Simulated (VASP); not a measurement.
All values below come from PBE GGA, VASP's PBE PAW potentials (set 64) (plane waves; VASP 6.6.1).

VASP ran on this input.

**KPOINTS**
```
Automatic mesh
0
Gamma
7 7 7
0 0 0
```

POSCAR:
```
GaSb
1
    0.0000000000     3.1012540000     3.0807420000
    3.1128740000     0.0000000000     3.0807420000
    3.1128740000     3.1012540000     0.0000000000
Ga Sb
1 1
Direct
  0.0000000000   0.0000000000   0.0000000000
  0.2425810000   0.2574190000   0.2574190000
```

**INCAR**
```
SYSTEM = GaSb
ISMEAR = 0   # Gaussian
GGA = PE   # PBE
LMAXMIX = 4   # l cut-off of mixed one-centre charges
ENCUT = 400
EDIFF = 1E-4   # SCF stop (eV)
LREAL = .FALSE.   # projection in real space or not
LWAVE = .FALSE.
ALGO = Normal
LCHARG = .FALSE.
LASPH = .TRUE.   # aspherical one-centre terms
ISIF = 2   # forces and stress, cell fixed
PREC = Accurate
SIGMA = 0.05   # width (eV)
NELM = 100   # most electronic steps
```

POTCAR, in this order: Ga_d Sb (PBE.64 set). Program: vasp_std.

Unless said otherwise, spin-orbit coupling is left out, though it shifts the bands of the heavy elements here.

Predict the energy per atom (σ→0), band gap (on the k-mesh).

```
Property                          Result
------------------------  --------------
energy per atom (σ→0)     -3.675 eV/atom
band gap (on the k-mesh)         0.16 eV
```

### OSZICAR
```
...
DAV:   4    -0.739757282097E+01   -0.82692E-01   -0.82664E-01  3047   0.977E+00
DAV:   5    -0.739968133262E+01   -0.21085E-02   -0.21085E-02  3358   0.132E+00    0.305E+00
DAV:   6    -0.735904904602E+01    0.40632E-01   -0.72409E-02  3488   0.465E+00    0.183E+00
DAV:   7    -0.734798387521E+01    0.11065E-01   -0.41322E-02  2988   0.187E+00    0.346E-01
DAV:   8    -0.734893535964E+01   -0.95148E-03   -0.48573E-03  3158   0.952E-01    0.720E-02
DAV:   9    -0.734941495413E+01   -0.47959E-03   -0.70136E-04  2810   0.243E-01    0.328E-02
DAV:  10    -0.734947598601E+01   -0.61032E-04   -0.66247E-05  2302   0.559E-02
   1 F= -.73494760E+01 E0= -.73494706E+01  d E =-.108487E-04
```

The compound is GaSb in the zinc blende structure. The cell was not relaxed at this level, atoms are displaced from their ideal sites. The run is one of a series of settings (EDIFF = 1E-4 against the base run), some of them coarse on purpose.
